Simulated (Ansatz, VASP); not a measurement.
# Cross-check of GaP between VASP and Ansatz, part 2 of 2

One calculation is typed for both programs; each brings its own data sets. How far apart do they land? The cell is taken from a series of runs on this material, whose earlier steps may have relaxed, scaled, displaced or heated it; both programs get it as it stands.

VASP 6.6.1 and Ansatz 0.2.0.

So far: The starting structure; VASP: zone-centre phonons, PBE, pair 1.

## Step 3: Ansatz: zone-centre phonons, PBE, pair 1

Level of this step: Ansatz beside VASP: Kohn-Sham DFT, plane waves, PBE (Ansatz).

Ansatz runs on its PAW soft_1 files.

The same cell, functional and mesh now go to Ansatz, which takes its cutoff from its data sets.

input.yaml reads:

```yaml
crystal:
  lattice:
    - [0.0, 2.6582432382, 2.6582432382]
    - [2.6582432382, 0.0, 2.6582432382]
    - [2.6582432382, 2.6582432382, 0.0]
  atoms:
    - { symbol: P, position: [0.75, 0.75, 0.75] }
    - { symbol: Ga, position: [0.0, 0.0, 0.0] }
kpoints:
  mp_grid: { grid: [12, 12, 12] }
hamiltonian:
  xc: pbe
  pseudopotentials: { kind: paw, azcp: { folder: soft_1 } }
scf:
  occupations: { method: fixed }
output:
  eigenvalues: true
phonons:
  method: dfpt
  dielectric: true
  rigid_motions: translations
```

Launch:

```bash
ansatz run input.yaml --threads 4 --pin off --max-ram 10240MiB --backend cpu --events-out ev --progress --plain --runs-dir out
```

Numbers of over 12 decimals in the logs are rounded to 6 here.

Log:

```text
Engine: ansatz 0.2.0, x86_64-unknown-linux-gnu
Pseudopotentials: kind: paw
Pseudopotential: P, paw, valence charge 5, recommended cutoff 420 eV (normal), soft_1/P.paw.azcp
Pseudopotential: Ga, paw, valence charge 13, recommended cutoff 420 eV (normal), soft_1/Ga.paw.azcp
Functional definition: PBE
  parameter kappa = 0.804
  parameter beta = 0.066725
  exchange = pbe_x(kappa = kappa, mu = beta*pi^2/3)
  correlation = pbe_c(beta = beta)
Crystal: 2 atoms, lattice volume = 37.568 Å³
Basis set: ecut = 420 eV, 725 PW (Γ), exchange–correlation on 54×54×54 points (8 copies of the dense FFT grid, shifted against one another)
Bands: 13, of which v1, the nominal top of the filled ones, is band 9 counted from 1 (8 counted from 0)
Symmetry: 24 space group operations
k-points: 280 of 1728 (irreducible under 4 space group operations, time reversal used)
Non-local potential: P, projectors of the file, l = 0: 2, l = 1: 2, l = 2: 1
Non-local potential: Ga, projectors of the file, l = 0: 2, l = 1: 2, l = 2: 3, l = 3: 1
PAW form: soft (Blöchl's): semilocal exchange-correlation on the pseudo side does not see the compensation charge
PAW one-centre angular grid: P, 110 points (default); XC on 64 Gauss nodes
PAW one-centre angular grid: Ga, 590 points (default); XC on 64 Gauss nodes
Initial density: superposition of atomic densities (chi_scale 0.1, normalization cell, long waves kept (reshape's long-wave potential 0.00 eV rms))
Initial wavefunctions: pseudopotential atomic-orbital guess
Functional: x = pbe(κ = 0.804, μ = 0.219515), c = pbe(β = 0.066725)
SCF iter   1: F=—  HF=-4539.612291 eV  |F-HF|=—  |Δ(HF+E_count)|=         —  Δρ=4.93e-2  dr2=7.53e-1  ethr=3.10e-3  ⟨swp⟩=5.0  Hψ=19647  notcnv=0  defer=523
preconditioner: auto → none  [insulator: Δε(μ)=1.846 eV  Ē_g=15.656 eV  n_scr=14 (ndim 8)  ℏωp=25.7 eV  f_vac=0.000  ε∞_Penn≈3.7]
SCF iter   2: F=—  HF=-4539.448968 eV  |F-HF|=—  |Δ(HF+E_count)|=   1.63e-1  Δρ=2.26e-2  dr2=1.03e-1  ethr=3.10e-3  ⟨swp⟩=2.2  Hψ=6965  notcnv=0  defer=522
SCF iter   3: F=—  HF=-4539.446369 eV  |F-HF|=—  |Δ(HF+E_count)|=   2.60e-3  Δρ=5.65e-3  dr2=1.04e-2  ethr=5.71e-4  ⟨swp⟩=3.0  Hψ=6741  notcnv=0  defer=539
SCF iter   4: F=—  HF=-4539.443955 eV  |F-HF|=—  |Δ(HF+E_count)|=   2.41e-3  Δρ=2.50e-3  dr2=9.66e-4  ethr=5.76e-5  ⟨swp⟩=2.4  Hψ=6898  notcnv=0  defer=538
SCF iter   5: F=—  HF=-4539.443481 eV  |F-HF|=—  |Δ(HF+E_count)|=   4.74e-4  Δρ=5.02e-4  dr2=3.65e-5  ethr=5.37e-6  ⟨swp⟩=2.0  Hψ=6735  notcnv=0  defer=546
SCF iter   6: F=—  HF=-4539.443500 eV  |F-HF|=—  |Δ(HF+E_count)|=   1.84e-5  Δρ=4.44e-5  dr2=3.19e-7  ethr=2.03e-7  ⟨swp⟩=2.6  Hψ=5722  notcnv=0  defer=360
SCF iter   7: F=—  HF=-4539.443500 eV  |F-HF|=—  |Δ(HF+E_count)|=   1.06e-7  Δρ=5.13e-6  dr2=7.04e-9  ethr=1.77e-9  ⟨swp⟩=2.0  Hψ=6149  notcnv=0  defer=76
SCF iter   8: F=-4539.443500 eV  HF=-4539.443500 eV  |F-HF|=3.91e-11  |Δ(HF+E_count)|=   1.64e-8  Δρ=3.58e-7  dr2=3.55e-11  ethr=1.00e-12  ⟨swp⟩=8.0  Hψ=28365  notcnv=0
SCF 1 converged in 8 iterations: F = -4539.443500 eV  dr2 = 3.55e-11
  greatest PAW one-centre occupation: 0.994 electrons in one spin orbital (limit 2), on the Ga atom at site 1 (counted from 0), in its partial waves of l = 2
NSCF: frozen V_eff on 1 k-points
DFPT response loops at Γ: preconditioner auto → none (the input reference at scf.mixing.eps_inf says where Resta's filter doesn't serve); β = 0.50; Broyden in place of MSR1
── the response to a field inside a basis, on 12×12×12 k-points: an SCF that follows is theirs, and a resumed run solves both again ──
Bands: 10, of which v1, the nominal top of the filled ones, is band 9 counted from 1 (8 counted from 0)
k-points: 182 of 1728 (irreducible under 6 space group operations, time reversal used)
Initial density: handed on by an earlier stage of this run
Initial wavefunctions: pseudopotential atomic-orbital guess (no wavefunctions were taken with the density)
Eigensolver: Dense (182 Hₖ)
SCF iter   1: F=—  HF=-4539.442726 eV  |F-HF|=—  |Δ(HF+E_count)|=         —  Δρ=2.28e-4  dr2=7.33e-6  ethr=1.00e-1
preconditioner: auto → none  [insulator: Δε(μ)=1.555 eV  Ē_g=13.455 eV  n_scr=14 (ndim 8)  ℏωp=25.7 eV  f_vac=0.003  ε∞_Penn≈4.6]
SCF iter   2: F=—  HF=-4539.442725 eV  |F-HF|=—  |Δ(HF+E_count)|=   7.03e-7  Δρ=1.75e-4  dr2=4.65e-6  ethr=4.07e-8
SCF iter   3: F=—  HF=-4539.442727 eV  |F-HF|=—  |Δ(HF+E_count)|=   1.39e-6  Δρ=4.60e-5  dr2=7.63e-7  ethr=2.58e-8
SCF iter   4: F=-4539.442726 eV  HF=-4539.442726 eV  |F-HF|=3.88e-9  |Δ(HF+E_count)|=   9.22e-7  Δρ=6.24e-6  dr2=8.60e-9  ethr=4.24e-9
SCF 1 converged in 4 iterations: F = -4539.442726 eV  dr2 = 8.60e-9
DFPT response loops at Γ: mixed as the last ones told, above
SCF converged after 8 iterations
Free energy (F): -4539.443500 eV
Harris-Foulkes:  -4539.443500 eV  (|F-HF|=3.91e-11)
Internal energy: -4539.443500 eV  (E = F + TS)
E sigma→0 (E₀):  -4539.443500 eV
Fermi energy:    8.052817 eV
--- Per-component energies (eV) ---
  E_band       = -44.325224
  E_kinetic    = 183.385842
  E_local      = -1625.561296  (includes V_loc(G=0)·N_el)
  E_nonlocal   = -59.761981
  E_hartree    = 996.015020
  E_xc         = -137.604127
  E_vxc        = -118.826902  (∫ρ·V_xc dr)
  E_paw        = -2550.183801  (= ΣΔE_a)
  E_vpaw       = -415.590770  (= ΣTr[D̂ρ^β])
  E_aug_tail   = -0.000162  (compensation charges beyond the density's cutoff)
  E_ewald      = -1345.732995
  E_smearing   = -0.000000  (= −TS)
  E_closure    = -0.000000  (closes the sum)
  Σ components = -4539.443500   (vs F -4539.443500, Δ=0.00e0)
--- Band table (eV; the first three rows and the last of 280) ---
  k-point 0: bands = [... 5 lower, -5.0274, 8.0528, 8.0528, 8.0528, 10.5095, 11.9088, 11.9088, 11.9088]
  k-point 1: bands = [... 5 lower, -4.9265, 7.1609, 7.9279, 7.9279, 10.8827, 12.0964, 12.0964, 12.2057]
  k-point 2: bands = [... 5 lower, -4.6323, 5.5939, 7.6367, 7.6367, 10.7840, 12.5079, 12.5079, 13.3804]
  k-point 279: bands = [... 5 lower, -1.5780, 1.1704, 4.1094, 4.2546, 12.7632, 13.2343, 14.1752, 14.3665]
--- Phonons (Γ-DFPT): 2 representative perturbations + reference, on 280 of 1728 k-points (Σ response iterations 6) ---
  k mesh reduced under 4 symmetry operations, with k and −k counted as one. Each operation leaves every solved perturbation unchanged. A smaller set is not considered because the run solves the response to a homogeneous field
  ASR residual: 2.321e-4 → 0.000e0 eV/Å²; symmetrization residual: 1.800e-6 eV/Å²
  ASR residual per site (eV/Å²): 1.14e-4 2.32e-4
  Γ frequencies (cm⁻¹): 0.00 0.00 0.00 391.40 391.40 391.40
  ε∞ (high-frequency dielectric tensor):
        9.941177     0.000000    -0.000000
        0.000000     9.941177     0.000000
       -0.000000     0.000000     9.941177
  ε⁰ (static dielectric tensor: ions relaxed, cell fixed):
       11.578301     0.000000    -0.000000
        0.000000    11.578301    -0.000000
       -0.000000    -0.000000    11.578301
  ε⁰ − ε∞ (ionic part):
        1.637124     0.000000    -0.000000
        0.000000     1.637124    -0.000000
       -0.000000    -0.000000     1.637124
  softest optical mode at Γ: 391.40 cm⁻¹; the repairs (sum rule, projections) moved no ω² at Γ by more than (1.05 cm⁻¹)²
  Born effective charges Z* (e; rows j = field, columns β = displacement):
    site 0:
        -2.02643    0.00000   -0.00000
        -0.00000   -2.02643   -0.00000
         0.00000   -0.00000   -2.02643
    site 1:
         2.02643   -0.00000    0.00000
         0.00000    2.02643    0.00000
        -0.00000    0.00000    2.02643
  Z* charge neutrality: 3.664e-4 e pre-enforcement
  solved inside a basis spanned on kpoints, on 12×12×12 k-points, its susceptibility summed on 16×16×16: ε∞ is read to err by 2.7e-2, Z* by 1.4e-2 e (field_mesh: kpoints solves on kpoints); Z* is corrected for what the basis lacks
  optical modes at Γ without the LO–TO term, one row a degenerate level:
      ω (cm⁻¹)  modes    IR ((D/Å)²/amu)
        391.40      3            13.2524
  optical modes at Γ + LO–TO along q̂ = [1.0000, 0.0000, 0.0000]:
      ω (cm⁻¹)  modes    IR ((D/Å)²/amu)
        391.40      2             8.8349
        422.40      1             4.4175
  optical modes at Γ + LO–TO along q̂ = [0.0000, 1.0000, 0.0000]:
      ω (cm⁻¹)  modes    IR ((D/Å)²/amu)
        391.40      2             8.8349
        422.40      1             4.4175
  optical modes at Γ + LO–TO along q̂ = [0.0000, 0.0000, 1.0000]:
      ω (cm⁻¹)  modes    IR ((D/Å)²/amu)
        391.40      2             8.8349
        422.40      1             4.4175
```

## Step 4: Differences

Known differences besides the potentials themselves: fixed occupations in Ansatz, narrow Gaussian smearing in VASP; VASP's response is taken on the typed mesh, Ansatz refines its own for the field response alone; the cutoff is 420 eV in Ansatz and 500 eV in VASP. Total energies have different zeros and are not compared.

Both answers:

| quantity | Ansatz | VASP | difference |
| --- | --- | --- | --- |
| ε∞ xx | 9.94 | 10.00 | -0.55 % |
| ε∞ yy | 9.94 | 10.00 | -0.55 % |
| ε∞ zz | 9.94 | 10.00 | -0.55 % |
| Born charge of P1 (mean of the diagonal) (e) | -2.03 | -2.05 | +0.03 |
| Born charge of Ga2 (mean of the diagonal) (e) | 2.03 | 2.05 | -0.03 |
| optical mode 1 to 3 (cm⁻¹) | 391.4 | 389.4 | +0.52 % |

Modes are paired by rising frequency, not by their patterns, so a pair may set unlike modes beside each other; they are those without the splitting of longitudinal modes.

## Step 5: VASP: zone-centre phonons, PBE, pair 2

Second derivatives magnify differences that forces hide, and they need a tight electronic threshold. The cell compared in this pair holds 38.40 Å³, against 37.57 Å³ for the pair before.

INCAR reads:

```
SYSTEM = GaP
PREC = Accurate
ENCUT = 500
EDIFF = 1E-08
NELM = 120
ISMEAR = 0
SIGMA = 0.01
LREAL = .FALSE.
ALGO = Normal
GGA = PE
NBANDS = 15
LORBIT = 11
LWAVE = .FALSE.
LCHARG = .FALSE.
ISIF = 2
IBRION = 8
LEPSILON = .TRUE.
LASPH = .TRUE.
GGA_COMPAT = .FALSE.
EFERMI = MIDGAP
KPAR = 2
```

POSCAR reads:

```
GaP
1.0
    0.0000000000      2.6777898463      2.6777898463
    2.6777898463      0.0000000000      2.6777898463
    2.6777898463      2.6777898463      0.0000000000
P Ga
1 1
Direct
    0.7500000000      0.7500000000      0.7500000000
    0.0000000000      0.0000000000      0.0000000000
```

KPOINTS reads:

```
Automatic mesh
0
Gamma
12 12 12
0 0 0
```

Potentials, in the order of the species: P and Ga_d (PBE family, release 64).

Launch:

```bash
mpirun -np 2 vasp_std
```

Log:

```text
[... set-up lines as in an earlier step ...]
 entering main loop
       N       E                     dE             d eps       ncg     rms          rms(c)
DAV:   1     0.812139308797E+02    0.81214E+02   -0.89146E+03  2224   0.173E+03
DAV:   2    -0.324488488272E+01   -0.84459E+02   -0.80311E+02  2447   0.315E+02
DAV:   3    -0.924143327431E+01   -0.59965E+01   -0.59762E+01  2692   0.684E+01
DAV:   4    -0.933718643859E+01   -0.95753E-01   -0.95728E-01  2610   0.921E+00
[...]
DAV:  13    -0.905406975462E+01   -0.32386E-06   -0.86326E-07  2636   0.794E-03    0.203E-03
DAV:  14    -0.905406972992E+01    0.24706E-07   -0.34143E-08  2756   0.203E-03    0.143E-03
DAV:  15    -0.905406972913E+01    0.78489E-09   -0.46268E-09  1976   0.485E-04
   1 F= -.90540697E+01 E0= -.90540697E+01  d E =0.000000E+00
 Linear response reoptimize wavefunctions to high precision
DAV:   1    -0.905406972739E+01    0.17390E-08   -0.73840E-10  1880   0.212E-04
DAV:   2    -0.905406972740E+01   -0.81855E-11   -0.10529E-10  1465   0.840E-05
 Linear response G [H, r] |phi>, progress :
  Direction:   1
[...]
RMM:  16    -0.480046516810E-01   -0.58199E-09    0.18954E-07  6281   0.259E-06    0.380E-08
 first order change of Fermi-energy  -0.10899E+01
 force on displaced ion       1 direction 1 : -11.356   0.000   0.000
 Born effective charge ion    1 direction 1 :  -2.091   0.000   0.000
 Linear response progress:
  Degree of freedom:   2/  2
       N       E                     dE             d eps       ncg     rms          rms(c)
RMM:   1    -0.164432651151E+00   -0.16443E+00    0.99061E-02 10625   0.827E+00
RMM:   2    -0.162901782354E+00    0.15309E-02   -0.27018E-02 16213   0.142E+00    0.567E-02
RMM:   3    -0.163226345625E+00   -0.32456E-03   -0.37161E-03 17100   0.404E-01    0.442E-02
RMM:   4    -0.163060412556E+00    0.16593E-03   -0.52052E-04 17660   0.126E-01    0.996E-03
[...]
RMM:  15    -0.163045470556E+00    0.11087E-07    0.12983E-07 13558   0.143E-05    0.523E-07
RMM:  16    -0.163045466073E+00    0.44836E-08    0.17332E-07 10523   0.966E-06    0.616E-07
RMM:  17    -0.163045461453E+00    0.46197E-08    0.21080E-07  9925   0.769E-06    0.587E-07
 first order change of Fermi-energy   0.10902E+01
 force on displaced ion       2 direction 1 : -11.332   0.000   0.000
 Born effective charge ion    2 direction 1 :   2.082   0.000   0.000
 Born effective charges drift removed
 Linear response finished
```

From OUTCAR (step 5):

```text
  Total        1.8277100      1.8277100      1.8277100     -0.0000000      0.0000000     -0.0000000
  in kB       76.2532564     76.2532564     76.2532564     -0.0000000      0.0000000     -0.0000000
  external PRESSURE =      76.2532564 kB  Pullay stress =       0.0000000 kB

 POSITION                                       TOTAL-FORCE (eV/Angst)
 -----------------------------------------------------------------------------------
      4.01668      4.01668      4.01668        -0.000000      0.000000      0.000000
      0.00000      0.00000      0.00000         0.000000     -0.000000     -0.000000
 -----------------------------------------------------------------------------------
    total drift:                               -0.000000     -0.000000     -0.000000

 MACROSCOPIC STATIC DIELECTRIC TENSOR (including local field effects in DFT)
 ------------------------------------------------------
          10.104165     0.000000     0.000000
          -0.000000    10.104165     0.000000
          -0.000000    -0.000000    10.104165
 ------------------------------------------------------

 MACROSCOPIC STATIC DIELECTRIC TENSOR IONIC CONTRIBUTION
 ------------------------------------------------------
           1.811537     0.000000    -0.000000
           0.000000     1.811537    -0.000000
          -0.000000    -0.000000     1.811537
 ------------------------------------------------------

[... 1 part as in an earlier step ...]

[... 1 further part left out ...]
```

## Step 6: Ansatz: zone-centre phonons, PBE, pair 2

The same cell, functional and mesh now go to Ansatz, which takes its cutoff from its data sets.

The cell is taken from a series of runs on this material, whose earlier steps may have relaxed, scaled, displaced or heated it; both programs get it as it stands.

input.yaml, the sections that differ from step 3:

```yaml
crystal:
  lattice:
    - [0.0, 2.6777898463, 2.6777898463]
    - [2.6777898463, 0.0, 2.6777898463]
    - [2.6777898463, 2.6777898463, 0.0]
  atoms:
    - { symbol: P, position: [0.75, 0.75, 0.75] }
    - { symbol: Ga, position: [0.0, 0.0, 0.0] }
# kpoints, hamiltonian, scf, output, phonons: as in step 3
```

Launch:

```bash
ansatz run input.yaml --threads 4 --pin off --max-ram 10240MiB --backend cpu --events-out ev --progress --plain --runs-dir out
```

Log:

```text
[...]
Crystal: 2 atoms, lattice volume = 38.402 Å³
Basis set: ecut = 420 eV, 749 PW (Γ), exchange–correlation on 54×54×54 points (8 copies of the dense FFT grid, shifted against one another)
Bands: 13, of which v1, the nominal top of the filled ones, is band 9 counted from 1 (8 counted from 0)
Symmetry: 24 space group operations
k-points: 280 of 1728 (irreducible under 4 space group operations, time reversal used)
[...]
optical modes at Γ + LO–TO along q̂ = [1.0000, 0.0000, 0.0000]:
      ω (cm⁻¹)  modes    IR ((D/Å)²/amu)
[...]
optical modes at Γ + LO–TO along q̂ = [0.0000, 1.0000, 0.0000]:
      ω (cm⁻¹)  modes    IR ((D/Å)²/amu)
        381.25      2             9.1454
        413.09      1             4.5727
  optical modes at Γ + LO–TO along q̂ = [0.0000, 0.0000, 1.0000]:
      ω (cm⁻¹)  modes    IR ((D/Å)²/amu)
        381.25      2             9.1454
        413.09      1             4.5727
[key lines of the parts left out:]
SCF converged after 8 iterations
Free energy (F): -4539.490220 eV
Fermi energy:    7.755565 eV
```

## Step 7: Comparison

Both answers:

```
                                     quantity  Ansatz   VASP  difference
                                        ε∞ xx   10.04  10.10     -0.64 %
                                        ε∞ yy   10.04  10.10     -0.64 %
                                        ε∞ zz   10.04  10.10     -0.64 %
 Born charge of P1 (mean of the diagonal) (e)   -2.06  -2.09       +0.03
Born charge of Ga2 (mean of the diagonal) (e)    2.06   2.09       -0.03
                   optical mode 1 to 3 (cm⁻¹)   381.2  379.3     +0.51 %
```

Modes are paired by rising frequency, not by their patterns, so a pair may set unlike modes beside each other; they are those without the splitting of longitudinal modes.

## Step 8: What came out

| Property | Result |
| --- | --- |
| r.m.s. difference of the optical zone-centre modes, each program's sorted by frequency (zone-centre phonons, PBE, pair 1) | 2.0 cm⁻¹ |
| difference in ε∞ xx (zone-centre phonons, PBE, pair 1) | -0.6 % |
| r.m.s. difference of the optical zone-centre modes, each program's sorted by frequency (zone-centre phonons, PBE, pair 2) | 1.9 cm⁻¹ |
| difference in ε∞ xx (zone-centre phonons, PBE, pair 2) | -0.6 % |

In words: The r.m.s. difference of the optical zone-centre modes, each program's sorted by frequency is 2.0 cm⁻¹ (zone-centre phonons, PBE, pair 1). Among the rows given in per cent, the largest difference of the zone-centre phonons, PBE, pair 1 pair is in ε∞ xx, -0.6 %. Among the rows given in per cent, the largest difference of the zone-centre phonons, PBE, pair 2 pair is in ε∞ xx, -0.6 %. 1 further run of this series is not shown here. How closely two codes agree says nothing of how well the functional describes the real material.

[Lines on the potential files, build, host, timing and source positions are cut from VASP's logs without a mark.]

[Logs are printed without paths, hosts, clocks, repeated set-up lines and the standing remarks that a program may print on its own settings, such as how far it seeks lower states.]

[Hosts, paths, dates, database ids (printed as entryN), source tags and the programs' standing remarks are cut or masked in the printed files.]
